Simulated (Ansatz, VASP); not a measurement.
**B2O3 (boron oxide glass): VASP beside Ansatz**

One calculation is typed for both programs; each brings its own data sets. How far apart do they land? The structure shown is the end of the Ansatz relaxation below.

Main program and level: Ansatz 0.2.0; plane waves, with VASP 6.6.1 beside it; single point at PBE with D3(BJ) and single point at PBEsol.

### 1. Set-up

The cell holds 130 atoms: 52 B and 78 O. Cell: a = 11.635 Å, b = 12.338 Å, c = 12.324 Å, α = 90.0°, β = 90.0°, γ = 90.0°. As first built, before any earlier steps moved the atoms (in the runner's words): 130 atoms (52 B, 78 O) placed at random at 1.79 g/cm^3 and pushed apart to contact distance.

### 2. Ansatz: relaxation, PBE with D3(BJ)

Ansatz runs on its default PAW (the set named soft_2) files.

This run makes the geometry at which the two programs are then compared.

input.yaml reads:

```yaml
crystal:
  lattice:
    - [12.09536, 0.0, 0.0]
    - [0.0, 12.57608, 0.0]
    - [0.0, 0.0, 12.73034]
  atoms:
    - { symbol: B, position: [0.70268, 0.12482, 0.07901] }
    - { symbol: B, position: [0.04729, 0.624, 0.2418] }
    # ... one line an atom, as in the record's system
kpoints:
  mp_grid: { grid: [1, 1, 1] }
hamiltonian:
  xc: pbe
  dispersion: d3bj
scf:
  occupations: { method: fixed }
output:
  forces: true
  stress: true
relax:
  f_tol: 0.04
  max_steps: 60
  cell: { stress_tol: 0.1, fix: [alpha, beta, gamma] }
```

Run with:

```sh
$ ansatz run input.yaml --threads 32 --pin off --max-ram 92160MiB --backend cuda --events-out ev --progress --plain --runs-dir out --max-vram 78GiB
```

Numbers of over 12 decimals in the logs are rounded to 6 here.

The log of the run:

```text
Engine: ansatz 0.2.0, aarch64-unknown-linux-gnu
Pseudopotentials: kind: paw
Pseudopotential: B, paw, valence charge 3, recommended cutoff 420 eV (normal), B.paw.azcp
Pseudopotential: O, paw, valence charge 6, recommended cutoff 420 eV (normal), O.paw.azcp
[...]
Crystal: 130 atoms, lattice volume = 1936.440 Å³
Basis set: ecut = 420 eV, 37837 PW (Γ), exchange–correlation on 162×180×180 points (8 copies of the dense FFT grid, shifted against one another)
Bands: 442, of which v1, the nominal top of the filled ones, is band 312 counted from 1 (311 counted from 0)
k-points: 1
[...]
automatic band count: iteration 3 solves 408 bands in place of 442: the levels show a gap, and the empty bands left out lie too high to hold charge; the band table lists the bands solved (type scf.n_extra_bands for more)
relax step   1: F+E_penalty+E_count = -52483.59467063 eV  Δ(F+E_penalty+E_count) = +0.000e0 eV  max|allowed force component| = 4.053e-2 eV/Å  Δτ_max = 0.0000 Å  P = -0.691 GPa  Ω = 1936.440 Å³
[... from here on, the SCF cycles and remarks between the steps are left out ...]
relax step   2: F+E_penalty+E_count = -52483.78899833 eV  Δ(F+E_penalty+E_count) = -1.943e-1 eV  max|allowed force component| = 1.027e-1 eV/Å  Δτ_max = 0.0685 Å  P = -0.152 GPa  Ω = 1904.425 Å³
relax step   6: F+E_penalty+E_count = -52484.09545243 eV  Δ(F+E_penalty+E_count) = -1.306e-2 eV  max|allowed force component| = 1.429e-1 eV/Å  Δτ_max = 0.0646 Å  P = -0.127 GPa  Ω = 1842.948 Å³
relax step  11: F+E_penalty+E_count = -52484.17669742 eV  Δ(F+E_penalty+E_count) = -5.187e-3 eV  max|allowed force component| = 1.361e-1 eV/Å  Δτ_max = 0.0318 Å  P = -0.033 GPa  Ω = 1828.888 Å³
relax step  16: F+E_penalty+E_count = -52484.19378531 eV  Δ(F+E_penalty+E_count) = -5.447e-4 eV  max|allowed force component| = 2.378e-2 eV/Å  Δτ_max = 0.0136 Å  P = -0.010 GPa  Ω = 1826.336 Å³
relax step  21: F+E_penalty+E_count = -52484.12368241 eV  Δ(F+E_penalty+E_count) = -1.008e-2 eV  max|allowed force component| = 8.335e-2 eV/Å  Δτ_max = 0.0313 Å  P = +0.000 GPa  Ω = 1782.722 Å³
relax step  23: F+E_penalty+E_count = -52483.99003989 eV  Δ(F+E_penalty+E_count) = +1.384e-1 eV  max|allowed force component| = 3.820e-2 eV/Å  Δτ_max = 0.0000 Å  P = -0.104 GPa  Ω = 1781.879 Å³
relax step  24: F+E_penalty+E_count = -52484.03804655 eV  Δ(F+E_penalty+E_count) = -4.801e-2 eV  max|allowed force component| = 3.521e-2 eV/Å  Δτ_max = 0.0441 Å  P = -0.059 GPa  Ω = 1769.171 Å³
relax step  25: F+E_penalty+E_count = -52483.97262442 eV  Δ(F+E_penalty+E_count) = +6.542e-2 eV  max|allowed force component| = 3.517e-2 eV/Å  Δτ_max = 0.0000 Å  P = -0.076 GPa  Ω = 1769.171 Å³
basis re-selected at this cell: Δ(F+E_penalty+E_count) = +6.542e-2 eV, ΔP = -0.016 GPa vs the last step (what re-selecting the basis moved, of the pressure what is left beyond the Pulay correction that the steps carried, after the strain that the cell walked since its last selection, with what the two solves' SCF thresholds leave and, on support functions, any second-order correction that the steps lacked; it is no m [...]
SCF converged after 6 iterations
Free energy (F): -52483.972624 eV
Internal energy: -52483.972624 eV  (E = F + TS)
E sigma→0 (E₀):  -52483.972624 eV
Fermi energy:    0.013688 eV
--- Forces (eV/Å), atoms counted from 1 ---
  max |Σ_I F_I| component: 1.79e-5 eV/Å
--- Stress (GPa, compression-positive) ---
       -0.080517       0.202306       0.282600
        0.202317      -0.069700      -0.052967
        0.282597      -0.052971      -0.076672
  P = ⅓ Tr σ = -0.0756 GPa (-0.756 kbar)
--- Band table (eV) ---
--- Relaxed structure (22 steps of the walk, 19 accepted, 3 SCFs on fresh bases) ---
  F+E_penalty+E_count = -52483.97262442 eV   max|allowed force component| = 3.517e-2 eV/Å   (the final SCF, on the basis selected at the relaxed cell)
  cell:  # Å, volume = 1769.1713 Å³
    - [11.635437, 0, 0]
    - [0, 12.337905, 0]
    - [0, 0, 12.323832]
  atoms:
    [... one line an atom ...]
```

### 3. VASP: single point, PBE with D3(BJ)

The same cell, functional and mesh now go to VASP, with its own data sets.

Lines of VASP's logs that name or quote its potential files are left out, and so is its time.

INCAR reads:

```
SYSTEM = B2O3
PREC = Accurate
ENCUT = 520
EDIFF = 1E-06
NELM = 120
ISMEAR = 0
SIGMA = 0.01
LREAL = Auto
ALGO = Normal
GGA = PE
IVDW = 12
NBANDS = 416
LORBIT = 11
LWAVE = .FALSE.
LCHARG = .FALSE.
ISIF = 2
LASPH = .TRUE.
GGA_COMPAT = .FALSE.
EFERMI = MIDGAP
NCORE = 4
```

POSCAR reads:

```
B2O3
1.0
   11.6354370000      0.0000000000      0.0000000000
    0.0000000000     12.3379050000      0.0000000000
    0.0000000000      0.0000000000     12.3238320000
B O
52 78
Direct
    0.7571100000      0.1065300000      0.0804000000
    0.0481100000      0.6292200000      0.2506000000
    0.5904900000      0.3996400000      0.2708400000
    0.2234100000      0.7369100000      0.5076100000
    0.1855900000      0.7863900000      0.1864100000
    0.7670700000      0.2133200000      0.5072600000
    0.5006200000      0.4641200000      0.6521200000
    0.4538900000      0.5631900000      0.2872800000
    0.8296900000      0.6210700000      0.6003800000
    0.6596900000      0.4766500000      0.9589800000
    0.7698600000      0.9603400000      0.0722100000
    0.3971200000      0.7274000000      0.3853000000
    0.0285500000      0.6490000000      0.5516600000
    0.9533600000      0.3632000000      0.9345800000
    0.7301000000      0.4452400000      0.6407300000
    0.3928900000      0.6004400000      0.7862100000
    0.1866500000      0.8717600000      0.6543800000
    0.8758500000      0.3155200000      0.7428600000
    0.5135200000      0.3331500000      0.9074200000
    0.9781800000      0.8273500000      0.2680800000
    0.2263700000      0.9509700000      0.8337300000
    0.7616700000      0.8154900000      0.3200000000
    0.1509500000      0.8649700000      0.0065600000
    0.1216000000      0.0548100000      0.5874900000
    0.9299800000      0.4730100000      0.2482300000
    0.9214500000      0.7105300000      0.8679000000
    0.6233700000      0.8651100000      0.6515700000
    0.1346400000      0.1601600000      0.1551000000
    0.1787900000      0.0569500000      0.9925000000
    0.4153800000      0.8856300000      0.0874100000
[... 94 atom lines left out ...]
    0.6174800000      0.3770100000      0.9317800000
    0.6136800000      0.4479000000      0.6284100000
    0.8775800000      0.7962800000      0.3086500000
    0.7750100000      0.6775100000      0.6815800000
    0.2258400000      0.4264000000      0.9307600000
    0.7455100000      0.2142100000      0.0886400000
```

KPOINTS reads:

```
Automatic mesh
0
Gamma
1 1 1
0 0 0
```

PAW data sets: B and O (PBE family, release 64).

Run with:

```sh
$ mpirun -np 16 vasp_gam
```

The log of the run:

```text
[banner, memory and clock lines left out]
running   16 mpi-ranks, on    1 nodes
[...]
LDA part: xc-table for (Slater+PW92), standard interpolation
 POSCAR, INCAR and KPOINTS ok, starting setup
[...]
entering main loop
       N       E                     dE             d eps       ncg     rms          rms(c)
DAV:   1     0.570377464561E+04    0.57038E+04   -0.37024E+05   864   0.145E+03
DAV:   2    -0.617500235643E+03   -0.63213E+04   -0.60698E+04  1016   0.375E+02
DAV:   3    -0.112452011034E+04   -0.50702E+03   -0.50228E+03   976   0.111E+02
DAV:   4    -0.113425725503E+04   -0.97371E+01   -0.97067E+01   976   0.167E+01
[...]
DAV:  18    -0.103612023814E+04    0.90919E-05   -0.23462E-05   968   0.165E-02    0.564E-03
DAV:  19    -0.103612023664E+04    0.15023E-05   -0.14982E-05   920   0.966E-03    0.441E-03
DAV:  20    -0.103612023587E+04    0.76826E-06   -0.13098E-06   680   0.308E-03
   1 F= -.10455480E+04 E0= -.10455480E+04  d E =0.000000E+00
```

OUTCAR, selected parts (step 3):

```text
  FREE ENERGIE OF THE ION-ELECTRON SYSTEM (eV)
  ---------------------------------------------------
  free  energy   TOTEN  =     -1045.5479793598 eV

  energy  without entropy=    -1045.5479793598  energy(sigma->0) =    -1045.54797936
```

The run ends at a pressure of 0.09 GPa, with forces up to 0.17 eV/Å.

### 4. Comparison

Known differences besides the potentials themselves: fixed occupations in Ansatz, narrow Gaussian smearing in VASP; the cutoff is 420 eV in Ansatz and 520 eV in VASP (PREC = Accurate, projectors in real space). Total energies have different zeros and are not compared.

Compared:

```tsv
quantity	Ansatz	VASP	difference
gap on the k mesh (eV)	5.286	5.269	+0.016
```

A gap on the mesh is an upper bound, since the band edges may lie between its points.

### 5. Ansatz: relaxation, PBEsol

This run makes the geometry at which the two programs are then compared. The cell compared in this pair holds 1898.27 Å³, against 1769.17 Å³ for the pair before.

The structure compared here is the end of the Ansatz relaxation.

Changes to input.yaml since step 2:

```diff
@@ -12,4 +12,3 @@
 hamiltonian:
-  xc: pbe
-  dispersion: d3bj
+  xc: pbesol
 scf:
```

Run with:

```sh
$ ansatz run input.yaml --threads 32 --pin off --max-ram 92160MiB --backend cuda --events-out ev --progress --plain --runs-dir out --max-vram 78GiB
```

The log of the run:

```text
[...]
Crystal: 130 atoms, lattice volume = 1936.440 Å³
Basis set: ecut = 420 eV, 37837 PW (Γ), exchange–correlation on 162×180×180 points (8 copies of the dense FFT grid, shifted against one another)
Bands: 442, of which v1, the nominal top of the filled ones, is band 312 counted from 1 (311 counted from 0)
k-points: 1
[...]
--- Stress (GPa, compression-positive) ---
       -0.023358       0.266196       0.183783
        0.266194       0.010120       0.041914
        0.183785       0.041910      -0.012251
  P = ⅓ Tr σ = -0.0085 GPa (-0.085 kbar)
--- Band table (eV) ---
--- Relaxed structure (24 steps of the walk, 21 accepted, 2 SCFs on fresh bases) ---
[...]
cell:  # Å, volume = 1898.2686 Å³
    - [11.944083, 0, 0]
    - [0, 12.579100, 0]
    - [0, 0, 12.634420]
  atoms:
    [... one line an atom ...]
[key lines of the parts left out:]
SCF converged after 4 iterations
Free energy (F): -51790.922889 eV
Fermi energy:    -0.542538 eV
```

### 6. VASP: single point, PBEsol

The same cell, functional and mesh now go to VASP, with its own data sets.

Changes to INCAR since step 3:

```diff
@@ -9,4 +9,3 @@
 ALGO = Normal
-GGA = PE
-IVDW = 12
+GGA = PS
 NBANDS = 416
```

POSCAR reads:

```
B2O3
1.0
   11.9440830000      0.0000000000      0.0000000000
    0.0000000000     12.5791000000      0.0000000000
    0.0000000000      0.0000000000     12.6344200000
B O
52 78
Direct
    0.7087900000      0.1381500000      0.0828800000
    0.0495600000      0.6126900000      0.2466100000
    0.5821300000      0.4043700000      0.3174300000
    0.2069600000      0.7390600000      0.5043200000
    0.1692000000      0.7553600000      0.1656500000
    0.7997600000      0.2094400000      0.5076400000
    0.5219200000      0.4497900000      0.6454600000
    0.4412100000      0.5671500000      0.3170300000
    0.8339300000      0.5976300000      0.6049200000
    0.6626700000      0.4992800000      0.9586500000
    0.7233600000      0.9989400000      0.0525800000
    0.3765800000      0.7383200000      0.3864800000
    0.0311400000      0.6382400000      0.5559700000
    0.9568500000      0.3950700000      0.9319000000
    0.7380100000      0.4186000000      0.6403900000
    0.4363100000      0.5874900000      0.7654300000
    0.1907400000      0.8684500000      0.6565600000
    0.8857200000      0.3160100000      0.7491900000
    0.5139700000      0.3563000000      0.9366800000
    0.9710000000      0.8055900000      0.2217500000
    0.2392200000      0.9261300000      0.8313700000
    0.7642100000      0.8159400000      0.2785600000
    0.1936200000      0.8368900000      0.0038200000
    0.1416900000      0.0614700000      0.6164000000
    0.9336400000      0.4581700000      0.2420600000
    0.9183900000      0.7193000000      0.8568100000
    0.6362200000      0.8434900000      0.6174700000
    0.1050700000      0.1391800000      0.1207700000
    0.1682200000      0.0334800000      0.9774500000
    0.3072500000      0.8826900000      0.1441800000
[... 94 atom lines left out ...]
    0.6154600000      0.4012900000      0.9534000000
    0.6252400000      0.4101000000      0.6257000000
    0.8727100000      0.7793700000      0.2640000000
    0.7796100000      0.6583800000      0.6788800000
    0.2383700000      0.4521900000      0.9413900000
    0.6949200000      0.2412700000      0.1054400000
```

KPOINTS is that of step 3.

Run with:

```sh
$ mpirun -np 16 vasp_gam
```

The log of the run:

```text
[banner, memory and clock lines left out]
running   16 mpi-ranks, on    1 nodes
[...]
|                                                                             |
|               ----> ADVICE to this user running VASP <----                  |
|                                                                             |
|     You enforced a specific xc type in the INCAR file but a different       |
|     [... a line on the potential file left out ...]
|     I HOPE YOU KNOW WHAT YOU ARE DOING!                                     |
|                                                                             |

 LDA part: xc-table for (Slater+PW92), standard interpolation
 POSCAR, INCAR and KPOINTS ok, starting setup
[...]
entering main loop
       N       E                     dE             d eps       ncg     rms          rms(c)
DAV:   1     0.565096288810E+04    0.56510E+04   -0.36483E+05   872   0.144E+03
DAV:   2    -0.634782956701E+03   -0.62857E+04   -0.60363E+04  1024   0.368E+02
DAV:   3    -0.115750480049E+04   -0.52272E+03   -0.51803E+03   976   0.111E+02
DAV:   4    -0.116793509324E+04   -0.10430E+02   -0.10393E+02   976   0.170E+01
[...]
DAV:  19    -0.107617008452E+04    0.18604E-05   -0.20284E-05   936   0.103E-02    0.470E-03
DAV:  20    -0.107617008316E+04    0.13630E-05   -0.25491E-06   688   0.434E-03    0.301E-03
DAV:  21    -0.107617008268E+04    0.47250E-06   -0.67618E-07   632   0.271E-03
   1 F= -.10761701E+04 E0= -.10761701E+04  d E =0.000000E+00
```

From OUTCAR (step 6):

```text
  FREE ENERGIE OF THE ION-ELECTRON SYSTEM (eV)
  ---------------------------------------------------
  free  energy   TOTEN  =     -1076.1700826839 eV

  energy  without entropy=    -1076.1700826839  energy(sigma->0) =    -1076.17008268
```

The run ends at a pressure of 0.31 GPa, with forces up to 0.22 eV/Å.

### 7. Differences

What differs besides the data sets and the points named for the pairs above, as far as they apply: Ansatz makes its cores anew for this functional, VASP keeps those of its PBE data sets. Total energies have different zeros and are not compared.

Compared:

```tsv
quantity	Ansatz	VASP	difference
gap on the k mesh (eV)	5.267	5.232	+0.035
```

A gap on the mesh is an upper bound, since the band edges may lie between its points.

### 8. Outcome

| Item | Value |
| --- | --- |
| difference in gap on the k mesh (single point, PBE with D3(BJ)) | 0.016 eV |
| difference in gap on the k mesh (single point, PBEsol) | 0.035 eV |

The difference in gap on the k mesh is 0.035 eV (single point, PBEsol), within the 0.08 eV picked in this series as the mark of a large difference. How closely two codes agree says nothing of how well the functional describes the real material.

[Lines on the potential files, build, host, timing and source positions are cut from VASP's logs without a mark.]

[Logs are printed without paths, hosts, clocks, repeated set-up lines and the standing remarks that a program may print on its own settings, such as how far it seeks lower states.]

[Hosts, paths, dates, database ids (printed as entryN), source tags and the programs' standing remarks are cut or masked in the printed files.]
